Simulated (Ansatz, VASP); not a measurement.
# Cross-check of Na2Cd11 (Na2Cd11 (Pm-3)) between VASP and Ansatz, part 2 of 2

Aim: how closely do two programs agree when they are given the same cell, functional and k mesh? The structure shown is the start of the Ansatz relaxation below; VASP solves that cell, so the two are compared at the walk's first step.

VASP 6.6.1 and Ansatz 0.2.0.

So far: The structure; Ansatz: relaxation, PBEsol.

### 3. VASP: single point, PBEsol, start cell

Level of this step: PBEsol; plane waves and PAW (Na_pv, Cd) (VASP).

The same cell, functional, mesh and smearing now go to VASP, with its own data sets.

Lines of VASP's logs that name or quote its potential files are left out, and so is its time.

Contents of INCAR:

```
SYSTEM = Na2Cd11
PREC = Accurate
ENCUT = 400
EDIFF = 1E-06
NELM = 120
ISMEAR = -1
SIGMA = 0.05
LREAL = Auto
ALGO = Normal
GGA = PS
NBANDS = 256
LORBIT = 11
LWAVE = .FALSE.
LCHARG = .FALSE.
ISIF = 2
LASPH = .TRUE.
GGA_COMPAT = .FALSE.
KPAR = 4
```

Contents of POSCAR:

```
Na2Cd11
1.0
    9.6216410000      0.0000000000      0.0000000000
    0.0000000000      9.6216410000      0.0000000000
    0.0000000000      0.0000000000      9.6216410000
Na Cd
6 33
Direct
    0.5000000520      0.1979867052      0.0000000520
    0.5000000520      0.8020133988      0.0000000520
    0.0000000520      0.5000000520      0.1979867052
    0.0000000520      0.5000000520      0.8020133988
    0.1979867052      0.0000000520      0.5000000520
    0.8020133988      0.0000000520      0.5000000520
    0.0000000520      0.0000000520      0.0000000520
    0.7330990109      0.0000000520      0.1565450218
    0.2669010931      0.0000000520      0.8434550822
    0.2669010931      0.0000000520      0.1565450218
    0.7330990109      0.0000000520      0.8434550822
    0.1565450218      0.7330990109      0.0000000520
    0.8434550822      0.2669010931      0.0000000520
    0.1565450218      0.2669010931      0.0000000520
    0.8434550822      0.7330990109      0.0000000520
    0.0000000520      0.1565450218      0.7330990109
    0.0000000520      0.8434550822      0.2669010931
    0.0000000520      0.1565450218      0.2669010931
    0.0000000520      0.8434550822      0.7330990109
    0.5000000520      0.2676681660      0.5000000520
    0.5000000520      0.7323319380      0.5000000520
    0.5000000520      0.5000000520      0.2676681660
    0.5000000520      0.5000000520      0.7323319380
    0.2676681660      0.5000000520      0.5000000520
    0.7323319380      0.5000000520      0.5000000520
    0.0000000520      0.3408884202      0.5000000520
    0.0000000520      0.6591116838      0.5000000520
    0.5000000520      0.0000000520      0.3408884202
    0.5000000520      0.0000000520      0.6591116838
    0.3408884202      0.5000000520      0.0000000520
    0.6591116838      0.5000000520      0.0000000520
    0.7185616778      0.2814384262      0.2814384262
    0.2814384262      0.2814384262      0.7185616778
    0.2814384262      0.7185616778      0.2814384262
    0.7185616778      0.7185616778      0.7185616778
    0.2814384262      0.7185616778      0.7185616778
    0.7185616778      0.7185616778      0.2814384262
    0.7185616778      0.2814384262      0.7185616778
    0.2814384262      0.2814384262      0.2814384262
```

Contents of KPOINTS:

```
Automatic mesh
0
Gamma
4 4 4
0 0 0
```

Potentials, in the order of the species: Na_pv and Cd (PBE family, release 64).

Run with:

```
> mpirun -np 4 vasp_std
```

Numbers of over 12 decimals in the logs are rounded to 6 here.

The program printed:

```text
[banner, memory and clock lines left out]
running    4 mpi-ranks, on    1 nodes
[...]
|                                                                             |
|               ----> ADVICE to this user running VASP <----                  |
|                                                                             |
|     You enforced a specific xc type in the INCAR file but a different       |
|     [... a line on the potential file left out ...]
|     I HOPE YOU KNOW WHAT YOU ARE DOING!                                     |
|                                                                             |

 LDA part: xc-table for (Slater+PW92), standard interpolation
 POSCAR, INCAR and KPOINTS ok, starting setup
[...]
entering main loop
       N       E                     dE             d eps       ncg     rms          rms(c)
DAV:   1     0.371768197463E+04    0.37177E+04   -0.19386E+05  5712   0.149E+03
DAV:   2     0.181727650725E+03   -0.35360E+04   -0.34345E+04  5632   0.449E+02
DAV:   3    -0.479084040216E+02   -0.22964E+03   -0.22266E+03  5880   0.123E+02
DAV:   4    -0.545735505323E+02   -0.66651E+01   -0.65215E+01  6144   0.194E+01
[...]
DAV:  11    -0.510910923924E+02   -0.70477E-04   -0.18067E-04  5912   0.535E-02    0.266E-02
DAV:  12    -0.510910946190E+02   -0.22266E-05   -0.10807E-05  6128   0.122E-02    0.105E-02
DAV:  13    -0.510910941645E+02    0.45449E-06   -0.15438E-06  3424   0.486E-03
   1 F= -.51091094E+02 E0= -.51044901E+02  d E =-.923864E-01
```

Parts of OUTCAR (step 3):

```text
  Total      -11.0775636    -11.0775636    -11.0775636      0.0000000      0.0000000     -0.0000000
  in kB      -19.9254157    -19.9254157    -19.9254157      0.0000000      0.0000000     -0.0000000
  external PRESSURE =     -19.9254157 kB  Pullay stress =       0.0000000 kB

 POSITION                                       TOTAL-FORCE (eV/Angst)
 -----------------------------------------------------------------------------------
      4.81082      1.90496      0.00000        -0.000000      0.007636     -0.000000
      4.81082      7.71669      0.00000        -0.000000     -0.007636     -0.000000
      0.00000      4.81082      1.90496        -0.000000     -0.000000      0.007636
      0.00000      4.81082      7.71669        -0.000000     -0.000000     -0.007636
      1.90496      0.00000      4.81082         0.007636     -0.000000     -0.000000
      7.71669      0.00000      4.81082        -0.007636     -0.000000     -0.000000
      0.00000      0.00000      0.00000        -0.000000     -0.000000     -0.000000
      7.05362      0.00000      1.50622         0.022540     -0.000000     -0.007463
      2.56803      0.00000      8.11542        -0.022540     -0.000000      0.007463
      2.56803      0.00000      1.50622        -0.022540     -0.000000     -0.007463
      7.05362      0.00000      8.11542         0.022540     -0.000000      0.007463
      1.50622      7.05362      0.00000        -0.007463      0.022540     -0.000000
      8.11542      2.56803      0.00000         0.007463     -0.022540     -0.000000
      1.50622      2.56803      0.00000        -0.007463     -0.022540     -0.000000
[...]
-----------------------------------------------------------------------------------
    total drift:                               -0.005796     -0.005796     -0.005796

  FREE ENERGIE OF THE ION-ELECTRON SYSTEM (eV)
  ---------------------------------------------------
  free  energy   TOTEN  =       -51.0910941645 eV

  energy  without entropy=      -50.9987077826  energy(sigma->0) =      -51.04490097

[... 2 further parts left out ...]
[key lines of the parts left out:]
E-fermi :   2.1618
```

The run ends at a pressure of -1.99 GPa, with forces up to 0.034 eV/Å.

### 4. Differences

Known differences besides the potentials themselves: the data sets hold 714 valence electrons in Ansatz (on its default PAW (the set named soft_2) files) and 438 in VASP; the cutoff is 420 eV in Ansatz and 400 eV in VASP (PREC = Accurate, projectors in real space); Ansatz makes its cores anew for this functional, VASP keeps those of its PBE data sets. Total energies have different zeros and are not compared.

At this near-relaxed geometry the largest component of a force difference is 10 meV/Å.

### 5. Outcome

```
r.m.s. force difference (single point, PBEsol, start cell) : 3.5 meV/Å
```

What this shows: The r.m.s. force difference is 3.5 meV/Å (single point, PBEsol, start cell), within the 12 meV/Å picked in this series as the mark of a large difference. The data sets hold unlike numbers of valence electrons (714 in Ansatz and 438 in VASP), so part of the differences comes from the potentials. How closely two codes agree says nothing of how well the functional describes the real material.

[Lines on the potential files, build, host, timing and source positions are cut from VASP's logs without a mark.]

[Logs are printed without paths, hosts, clocks, repeated set-up lines and the standing remarks that a program may print on its own settings, such as how far it seeks lower states.]

[Hosts, paths, dates, database ids (printed as entryN), source tags and the programs' standing remarks are cut or masked in the printed files.]
